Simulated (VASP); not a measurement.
These are PBE GGA, VASP's PBE PAW potentials (set 64) (plane waves; VASP) values and carry that method's errors.

VASP ran on this input.

KPOINTS:
```
Regular mesh
0
Gamma
14 14 14
0 0 0
```

POSCAR:
```
ZrC
1
    0.0000000000     2.2712871147     2.2712871147
    2.2712871147     0.0000000000     2.2712871147
    2.2712871147     2.2712871147    -0.0000000000
Zr C
1 1
Direct
  1.0000000000   1.0000000000   0.0000000000
  0.5000000000   0.5000000000   0.5000000000
```

### INCAR
```
ALGO = Normal
EDIFF = 1E-6
EDIFFG = -0.02
ENCUT = 620
GGA = PE
IBRION = 2
ISIF = 3
ISMEAR = 1
LASPH = .TRUE.
LCHARG = .FALSE.
LMAXMIX = 4
LREAL = .FALSE.
LWAVE = .FALSE.
NELM = 100
NSW = 40
PREC = Accurate
PSTRESS = 300
SIGMA = 0.1
SYSTEM = ZrC
```

POTCAR, in this order: Zr_sv C (PBE.64 set). Program: vasp_std.

Output of the run:

### OSZICAR
```
       N       E                     dE             d eps       ncg     rms          rms(c)
DAV:   1     0.126146702971E+03    0.12615E+03   -0.10092E+04  2496   0.157E+03
DAV:   2    -0.156802134957E+02   -0.14183E+03   -0.13302E+03  2888   0.361E+02
DAV:   3    -0.222896754435E+02   -0.66095E+01   -0.64781E+01  3576   0.706E+01
DAV:   4    -0.225589377223E+02   -0.26926E+00   -0.26880E+00  3248   0.134E+01
DAV:   5    -0.225650028590E+02   -0.60651E-02   -0.60641E-02  3544   0.174E+00    0.261E+01
DAV:   6    -0.193053667141E+02    0.32596E+01   -0.14694E+01  2804   0.287E+01    0.105E+01
DAV:   7    -0.192340843061E+02    0.71282E-01   -0.54023E-01  2864   0.635E+00    0.746E+00
DAV:   8    -0.192346335617E+02   -0.54926E-03   -0.10199E-01  2780   0.316E+00    0.166E+00
DAV:   9    -0.192309166676E+02    0.37169E-02   -0.24860E-02  2988   0.107E+00    0.490E-01
DAV:  10    -0.192312414329E+02   -0.32477E-03   -0.18668E-03  2848   0.555E-01    0.366E-01
DAV:  11    -0.192310937512E+02    0.14768E-03   -0.51347E-04  2788   0.183E-01    0.165E-02
DAV:  12    -0.192310913802E+02    0.23710E-05   -0.98003E-06  3636   0.338E-02    0.136E-02
DAV:  13    -0.192310908824E+02    0.49778E-06   -0.41494E-07  1532   0.590E-03
   1 F= -.14843190E+02 E0= -.14843144E+02  d E =-.148432E+02
```

OUTCAR:
```
------------------------ aborting loop because EDIFF is reached ----------------------------------------
  FORCE on cell =-STRESS in cart. coord.  units (eV):
  Direction    XX          YY          ZZ          XY          YZ          ZX
  --------------------------------------------------------------------------------------
  Total        4.3854444      4.3854444      4.3854444      0.0000000      0.0000000     -0.0000000
  in kB      299.8320699    299.8320699    299.8320699      0.0000000      0.0000000     -0.0000000
  external PRESSURE =      -0.1679301 kB  Pullay stress =     300.0000000 kB
  volume of cell :       23.43
      direct lattice vectors                 reciprocal lattice vectors
     0.000000000  2.271287115  2.271287115    -0.220139496  0.220139496  0.220139496
     2.271287115  0.000000000  2.271287115     0.220139496 -0.220139496  0.220139496
     2.271287115  2.271287115  0.000000000     0.220139496  0.220139496 -0.220139496
 POSITION                                       TOTAL-FORCE (eV/Angst)
 -----------------------------------------------------------------------------------
      0.00000      0.00000      0.00000         0.000000     -0.000000      0.000000
      2.27129      2.27129      2.27129        -0.000000      0.000000     -0.000000
 -----------------------------------------------------------------------------------
    total drift:                                0.000000      0.000000      0.000000
  FREE ENERGIE OF THE ION-ELECTRON SYSTEM (eV)
  ---------------------------------------------------
  free  energy   TOTEN  =       -19.2310908824 eV

  energy  without entropy=      -19.2309516545  energy(sigma->0) =      -19.23104447
  enthalpy is  TOTEN    =       -14.8431902981 eV   P V=        4.3879005843

 reached required accuracy - stopping structural energy minimisation
```
(Selected blocks of OUTCAR.)

The compound is ZrC in the rock salt structure. It was relaxed first under an external pressure of 30 GPa.
